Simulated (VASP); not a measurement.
Level of theory: revTPSS meta-GGA, VASP's PBE PAW potentials (set 64) (plane waves; VASP 6.6.1).

The input files of a VASP run:

### POSCAR
```
WC
1
    1.4550000000    -2.5201340000     0.0000000000
    1.4550000000     2.5201340000     0.0000000000
    0.0000000000     0.0000000000     2.8400000000
W C
1 1
Direct
  0.0000000000   0.0000000000   0.0000000000
  0.3333330000   0.6666670000   0.5000000000
```

**INCAR**
```
SYSTEM = WC
PREC = Accurate
ENCUT = 520
EDIFF = 1E-6
NELM = 100
ALGO = Normal
LREAL = .FALSE.
LASPH = .TRUE.
ISMEAR = 1
SIGMA = 0.1
METAGGA = RTPSS
LMIXTAU = .TRUE.
LMAXMIX = 6
LWAVE = .FALSE.
LCHARG = .FALSE.
IBRION = 2
ISIF = 3
NSW = 60
EDIFFG = -0.01
```

**KPOINTS**
```
Automatic mesh
0
Gamma
13 13 12
0 0 0
```

POTCAR, in this order: W_sv C (PBE.64 set). Program: vasp_std.

The resulting files:

**OUTCAR**
```
 ion  position               nearest neighbor table
   1  0.000  0.000  0.000-   2 2.20   2 2.20   2 2.20   2 2.20   2 2.20   2 2.20
   2  0.333  0.667  0.500-   1 2.20   1 2.20   1 2.20   1 2.20   1 2.20   1 2.20
  LATTYP: Found a hexagonal cell.
 ALAT       =     2.9100000649
 C/A-ratio  =     0.9759449954
 Subroutine PRICEL returns:
 Original cell was already a primitive cell.
 Subroutine GETGRP returns: Found 12 space group operations
The static configuration has the point symmetry D_3h.
The dynamic configuration has the point symmetry D_3h.
 Subroutine INISYM returns: Found 12 space group operations
 Subroutine IBZKPT returns following result:
 Found    147 irreducible k-points:

 Following reciprocal coordinates:
            Coordinates               Weight
  0.000000  0.000000  0.000000      1.000000
  0.076923  0.000000  0.000000      6.000000
  0.153846  0.000000  0.000000      6.000000
  0.230769 -0.000000  0.000000      6.000000
  0.307692  0.000000  0.000000      6.000000
  0.384615  0.000000  0.000000      6.000000
  0.461538  0.000000  0.000000      6.000000
  0.076923  0.076923  0.000000      6.000000
  0.153846  0.076923  0.000000     12.000000
  0.230769  0.076923  0.000000     12.000000
  0.307692  0.076923  0.000000     12.000000
  0.384615  0.076923  0.000000     12.000000
  0.461538  0.076923  0.000000      6.000000
  0.153846  0.153846  0.000000      6.000000
  0.230769  0.153846  0.000000     12.000000
  0.307692  0.153846  0.000000     12.000000
  0.384615  0.153846  0.000000     12.000000
  0.230769  0.230769  0.000000      6.000000
  0.307692  0.230769  0.000000     12.000000
  0.384615  0.230769  0.000000      6.000000
  0.307692  0.307692  0.000000      6.000000
  0.000000  0.000000  0.083333      2.000000
  0.076923  0.000000  0.083333     12.000000
  0.153846  0.000000  0.083333     12.000000
  0.230769 -0.000000  0.083333     12.000000
  0.307692  0.000000  0.083333     12.000000
  0.384615  0.000000  0.083333     12.000000
  0.461538  0.000000  0.083333     12.000000
  0.076923  0.076923  0.083333     12.000000
  0.153846  0.076923  0.083333     24.000000
  0.230769  0.076923  0.083333     24.000000
  0.307692  0.076923  0.083333     24.000000
  0.384615  0.076923  0.083333     24.000000
  0.461538  0.076923  0.083333     12.000000
  0.153846  0.153846  0.083333     12.000000
  0.230769  0.153846  0.083333     24.000000
  0.307692  0.153846  0.083333     24.000000
  0.384615  0.153846  0.083333     24.000000
  0.230769  0.230769  0.083333     12.000000
  0.307692  0.230769  0.083333     24.000000
   k-points           NKPTS =    147   k-points in BZ     NKDIM =    147   number of bands    NBANDS=     13
   number of dos      NEDOS =    301   number of ions     NIONS =      2
   total plane-waves  NPLWV =  13824
   dimension x,y,z NGX =    24 NGY =   24 NGZ =   24
   dimension x,y,z NGXF=    48 NGYF=   48 NGZF=   48
   ions per type =               1   1
   PREC   = accura    normal or accurate (medium, high low for compatibility)
   ISTART =      0    job   : 0-new  1-cont  2-samecut
   ICHARG =      2    charge: 1-file 2-atom 10-const
   ISPIN  =      1    spin polarized calculation?
   LNONCOLLINEAR =      F non collinear calculations
   LSORBIT =      F    spin-orbit coupling
   INIWAV =      1    electr: 0-lowe 1-rand  2-diag
   ENCUT  =  520.0 eV  38.22 Ry    6.18 a.u.   5.41  5.41  5.28*2*pi/ulx,y,z
   NELM   =    100;   NELMIN=  2; NELMDL= -5     # of ELM steps
   EDIFF  = 0.1E-05   stopping-criterion for ELM
   LREAL  =      F    real-space projection
   NLSPLINE    = F    spline interpolate recip. space projectors
...
```

**OSZICAR**
```
       N       E                     dE             d eps       ncg     rms          rms(c)
DAV:   1     0.211530609741E+03    0.21153E+03   -0.11664E+04  3856   0.194E+03
DAV:   2     0.453915200852E+02   -0.16614E+03   -0.16121E+03  4682   0.520E+02
DAV:   3     0.371991363920E+02   -0.81924E+01   -0.80364E+01  5576   0.114E+02
DAV:   4     0.370017029023E+02   -0.19743E+00   -0.19693E+00  4941   0.183E+01
DAV:   5     0.369949551876E+02   -0.67477E-02   -0.67442E-02  5778   0.284E+00    0.526E+01
DAV:   6     0.149100347777E+02   -0.22085E+02   -0.53273E+01  3915   0.110E+02    0.294E+00
DAV:   7     0.146763672800E+02   -0.23367E+00   -0.13503E+00  4652   0.145E+01    0.238E+00
DAV:   8     0.143105748531E+02   -0.36579E+00   -0.22815E-01  4067   0.540E+00    0.115E+00
DAV:   9     0.143517377435E+02    0.41163E-01   -0.24928E-02  4297   0.162E+00    0.548E-01
DAV:  10     0.143191690763E+02   -0.32569E-01   -0.37557E-02  4247   0.192E+00    0.126E-01
DAV:  11     0.143174852095E+02   -0.16839E-02   -0.34481E-03  3852   0.716E-01    0.152E-01
DAV:  12     0.143160435919E+02   -0.14416E-02   -0.11116E-03  3852   0.425E-01    0.243E-02
DAV:  13     0.143157097545E+02   -0.33384E-03   -0.13304E-04  4022   0.138E-01    0.146E-02
DAV:  14     0.143156907881E+02   -0.18966E-04   -0.95054E-06  4077   0.377E-02    0.507E-03
DAV:  15     0.143156926823E+02    0.18942E-05   -0.15589E-06  3328   0.150E-02    0.199E-03
DAV:  16     0.143156890578E+02   -0.36245E-05   -0.14325E-06  2532   0.143E-02    0.651E-04
DAV:  17     0.143156894535E+02    0.39569E-06   -0.14034E-07  1951   0.493E-03
   1 F= 0.14315689E+02 E0= 0.14315858E+02  d E =0.143157E+02
       N       E                     dE             d eps       ncg     rms          rms(c)
DAV:   1     0.143135620901E+02   -0.21270E-02   -0.77823E-02  3847   0.347E+00    0.377E-01
DAV:   2     0.143154369952E+02    0.18749E-02   -0.32147E-03  3992   0.652E-01    0.142E-01
DAV:   3     0.143158189982E+02    0.38200E-03   -0.18041E-03  4082   0.352E-01    0.658E-02
DAV:   4     0.143158019308E+02   -0.17067E-04   -0.81994E-05  3867   0.108E-01    0.396E-02
DAV:   5     0.143157924285E+02   -0.95023E-05   -0.46937E-05  3862   0.834E-02    0.163E-02
DAV:   6     0.143157715158E+02   -0.20913E-04   -0.18292E-05  3837   0.502E-02    0.668E-03
DAV:   7     0.143157690605E+02   -0.24552E-05   -0.16626E-06  2968   0.140E-02    0.893E-04
DAV:   8     0.143157691654E+02    0.10483E-06   -0.78594E-08  1911   0.328E-03
   2 F= 0.14315769E+02 E0= 0.14315957E+02  d E =0.797119E-04
       N       E                     dE             d eps       ncg     rms          rms(c)
DAV:   1     0.143148758689E+02   -0.89319E-03   -0.24385E-02  3847   0.195E+00    0.210E-01
DAV:   2     0.143154496843E+02    0.57382E-03   -0.10135E-03  4002   0.369E-01    0.790E-02
DAV:   3     0.143155727916E+02    0.12311E-03   -0.55941E-04  4082   0.195E-01    0.359E-02
DAV:   4     0.143155689272E+02   -0.38644E-05   -0.25029E-05  3887   0.607E-02    0.220E-02
DAV:   5     0.143155716714E+02    0.27442E-05   -0.14760E-05  3867   0.468E-02    0.950E-03
DAV:   6     0.143155651376E+02   -0.65338E-05   -0.59716E-06  3837   0.286E-02    0.384E-03
DAV:   7     0.143155643764E+02   -0.76122E-06   -0.53362E-07  1926   0.799E-03
   3 F= 0.14315564E+02 E0= 0.14315742E+02  d E =-.125077E-03
```

**OUTCAR**
```
------------------------ aborting loop because EDIFF is reached ----------------------------------------
  FORCE on cell =-STRESS in cart. coord.  units (eV):
  Direction    XX          YY          ZZ          XY          YZ          ZX
  --------------------------------------------------------------------------------------
  Total        0.0081316      0.0081316      0.0153240     -0.0000000      0.0000000      0.0000000
  in kB        0.6261075      0.6261075      1.1798952     -0.0000000      0.0000000      0.0000000
  external PRESSURE =       0.8107034 kB  Pullay stress =       0.0000000 kB
  volume of cell :       20.81
      direct lattice vectors                 reciprocal lattice vectors
     1.453636221 -2.517771866  0.000000000     0.343965012 -0.198588286 -0.000000000
     1.453636221  2.517771866 -0.000000000     0.343965012  0.198588286 -0.000000000
     0.000000000  0.000000000  2.842739316    -0.000000000  0.000000000  0.351773374
 POSITION                                       TOTAL-FORCE (eV/Angst)
 -----------------------------------------------------------------------------------
      0.00000      0.00000      2.84274        -0.000000     -0.000000     -0.000000
      1.45364      0.83926      1.42137         0.000000      0.000000      0.000000
 -----------------------------------------------------------------------------------
    total drift:                                0.000000     -0.000385      0.000000
  FREE ENERGIE OF THE ION-ELECTRON SYSTEM (eV)
  ---------------------------------------------------
  free  energy   TOTEN  =        14.3155643764 eV

  energy  without entropy=       14.3160974826  energy(sigma->0) =       14.31574208

 reached required accuracy - stopping structural energy minimisation
```
(Selected blocks of OUTCAR.)

### CONTCAR
```
WC
   1.00000000000000
     1.4536362212387119   -2.5177718656843076    0.0000000000000000
     1.4536362212387119    2.5177718656843076   -0.0000000000000000
     0.0000000000000000    0.0000000000000000    2.8427393160775352
  W               C
     1     1
Direct
     0.0000000000000000    0.0000000000000000    1.0000000000000000
     0.3333330000000032    0.6666669999999968    0.5000000000000000
```

### OUTCAR
```
 val. band max:       10.9712483647   @ k =   0.4615   0.0000   0.4167

 cond. band min:      10.9945922075   @ k =   0.0769   0.0769   0.5000


 Fermi energy:        10.9816374060

 k-point     1 :       0.0000    0.0000    0.0000
  band No.  band energies     occupation
      1     -63.3881      2.00000
      2     -27.2726      2.00000
      3     -27.1763      2.00000
      4     -27.1762      2.00000
      5      -3.6527      2.00000
      6       6.6210      2.00000
      7       7.6470      2.00000
      8       7.6470      2.00000
      9      11.1154     -0.06757
     10      14.2582      0.00000
     11      14.2582      0.00000
     12      16.6850      0.00000
     13      16.6850      0.00000

 k-point     2 :       0.0769    0.0000    0.0000
  band No.  band energies     occupation
      1     -63.3847      2.00000
      2     -27.2663      2.00000
      3     -27.2253      2.00000
      4     -27.1873      2.00000
      5      -3.4986      2.00000
      6       6.6710      2.00000
      7       7.4248      2.00000
      8       7.7942      2.00000
      9      10.6512      2.00003
     10      14.2018      0.00000
     11      14.7741      0.00000
     12      16.3492      0.00000
     13      16.5719      0.00000

 k-point     3 :       0.1538    0.0000    0.0000
  band No.  band energies     occupation
      1     -63.3754      2.00000
      2     -27.3594      2.00000
      3     -27.2488      2.00000
      4     -27.2179      2.00000
      5      -3.0591      2.00000
      6       6.3782      2.00000
      7       7.3301      2.00000
      8       8.2139      2.00000
      9       9.7588      2.00000
     10      14.0492      0.00000
     11      15.5803      0.00000
     12      15.7842      0.00000
     13      16.2888      0.00000

 k-point     4 :       0.2308   -0.0000    0.0000
  band No.  band energies     occupation
      1     -63.3623      2.00000
      2     -27.5442      2.00000
      3     -27.2607      2.00000
...
```

Unless said otherwise, spin-orbit coupling is left out, though it shifts the bands of the heavy elements here.

The compound is WC in the wc structure. This run relaxes it. Symmetry was kept, so distortions that lower it aren't found.
